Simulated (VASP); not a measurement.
Calculation: PBE GGA with D4 dispersion, VASP's PBE PAW potentials (set 64) (plane waves; VASP).

VASP input:

File KPOINTS:
```
Automatic mesh
0
G
10 10 10
0 0 0
```

INCAR:
```
ALGO=Normal
EDIFF=1E-7
ENCUT=520
GGA=PE
ISIF=2
ISMEAR=-5
IVDW=13
LASPH=.TRUE.
LCHARG=.TRUE.
LMAXMIX=4
LORBIT=11
LREAL=.FALSE.
LWAVE=.FALSE.
NEDOS=601
NELM=100
PREC=Accurate
SYSTEM=Cs
```

**POSCAR**
```
Cs
1
   -3.0369402130     3.0369402130     3.0369402130
    3.0369402130    -3.0369402130     3.0369402130
    3.0369402130     3.0369402130    -3.0369402130
Cs
1
Direct
  0.0000000000   0.0000000000   0.0000000000
```

POTCAR, in this order: Cs_sv (PBE.64 set). Program: vasp_std.

Task: What will the output report for the number of irreducible k-points (NKPTS), largest plane-wave count, number of space-group operations, FFT grid (NGX, NGY, NGZ)?

Result: 
```json
{
 "number of irreducible k-points (NKPTS)": "47",
 "largest_plane_wave_count": "3044",
 "number_of_space_group_operations": "48",
 "FFT grid (NGX, NGY, NGZ)": "40 × 40 × 40"
}
```

The compound is Cs in the bcc structure. It was relaxed first.
